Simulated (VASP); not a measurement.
All values below come from PBE GGA, VASP's PBE PAW potentials (set 64) (plane waves; VASP).

The input files of a VASP run:

**INCAR**
```
PREC = Accurate
ISPIN = 2
LASPH = T
ISIF = 2   # forces and stress, cell fixed
ALGO = Normal   # blocked Davidson
LWAVE = F
LREAL = F   # projection in real space or not
EDIFF = 1E-6
ENCUT = 400   # plane-wave cut-off (eV)
ISMEAR = 1   # Methfessel-Paxton
LORBIT = 10
GGA = PE   # PBE
MAGMOM = 1.8 1.8
NELM = 100
LMAXMIX = 4
LCHARG = F
SIGMA = 0.1
SYSTEM = Co
```

POSCAR:
```
Co
1
    1.2801000000    -2.2171980000     0.0000000000
    1.2801000000     2.2171980000     0.0000000000
    0.0000000000     0.0000000000     4.1514000000
Co
2
Direct
  0.3333330000   0.6666670000   0.2500000000
  0.6666670000   0.3333330000   0.7500000000
```

**KPOINTS**
```
Automatic mesh
0
Gamma
12 12 7
0 0 0
```

POTCAR, in this order: Co (PBE.64 set). Program: vasp_std.

Output

File OSZICAR:
```
       N       E                     dE             d eps       ncg     rms          rms(c)
DAV:   1     0.702110276303E+02    0.70211E+02   -0.70190E+03  4640   0.128E+03
DAV:   2    -0.142803802600E+02   -0.84491E+02   -0.78191E+02  4567   0.235E+02
DAV:   3    -0.160841475555E+02   -0.18038E+01   -0.17683E+01  5442   0.483E+01
DAV:   4    -0.161126558856E+02   -0.28508E-01   -0.28503E-01  6693   0.457E+00
DAV:   5    -0.161128475554E+02   -0.19167E-03   -0.19166E-03  5625   0.344E-01    0.139E+01
DAV:   6    -0.145568683203E+02    0.15560E+01   -0.15636E+01  4861   0.781E+01    0.802E+00
DAV:   7    -0.140034227182E+02    0.55345E+00   -0.23301E+00  4952   0.295E+01    0.369E+00
DAV:   8    -0.139910133543E+02    0.12409E-01   -0.21036E-02  6139   0.146E+00    0.161E+00
DAV:   9    -0.139766766891E+02    0.14337E-01   -0.59699E-03  6582   0.129E+00    0.493E-01
DAV:  10    -0.139762681525E+02    0.40854E-03   -0.13522E-03  5962   0.484E-01    0.698E-02
DAV:  11    -0.139761775209E+02    0.90632E-04   -0.48149E-05  6398   0.863E-02    0.375E-02
DAV:  12    -0.139761787072E+02   -0.11863E-05   -0.36705E-06  5356   0.253E-02    0.183E-02
DAV:  13    -0.139761783774E+02    0.32978E-06   -0.13038E-06  3271   0.169E-02
   1 F= -.13976178E+02 E0= -.13976248E+02  d E =0.209071E-03  mag=     3.3476
```

**OUTCAR**
```
------------------------ aborting loop because EDIFF is reached ----------------------------------------
  FORCE on cell =-STRESS in cart. coord.  units (eV):
  Direction    XX          YY          ZZ          XY          YZ          ZX
  --------------------------------------------------------------------------------------
  Total       -2.1346611     -2.1346607     -2.3388034      0.0000000     -0.0000000     -0.0000000
  in kB     -145.1331324   -145.1331011   -159.0125305      0.0000000     -0.0000000     -0.0000000
  external PRESSURE =    -149.7595880 kB  Pullay stress =       0.0000000 kB
  volume of cell :       23.57
      direct lattice vectors                 reciprocal lattice vectors
     1.280100000 -2.217198000  0.000000000     0.390594485 -0.225509855  0.000000000
     1.280100000  2.217198000  0.000000000     0.390594485  0.225509855  0.000000000
     0.000000000  0.000000000  4.151400000     0.000000000  0.000000000  0.240882594
 POSITION                                       TOTAL-FORCE (eV/Angst)
 -----------------------------------------------------------------------------------
      1.28010      0.73907      1.03785        -0.000000     -0.000000      0.000000
      1.28010     -0.73907      3.11355         0.000000      0.000000      0.000000
 -----------------------------------------------------------------------------------
    total drift:                                0.000000      0.000009     -0.000027
  FREE ENERGIE OF THE ION-ELECTRON SYSTEM (eV)
  ---------------------------------------------------
  free  energy   TOTEN  =       -13.9761783774 eV

  energy  without entropy=      -13.9763874480  energy(sigma->0) =      -13.97624807

 total charge

# of ion       s       p       d       tot
------------------------------------------
    1        0.457   0.454   7.210   8.121
    2        0.457   0.454   7.210   8.121
--------------------------------------------------
tot          0.913   0.909  14.421  16.243

 magnetization (x)

# of ion       s       p       d       tot
------------------------------------------
    1       -0.014  -0.053   1.777   1.710
    2       -0.014  -0.053   1.777   1.710
--------------------------------------------------
tot         -0.028  -0.106   3.555   3.421
```
(Selected blocks of OUTCAR.)

The compound is Co in the hcp structure. The cell was not relaxed at this level.
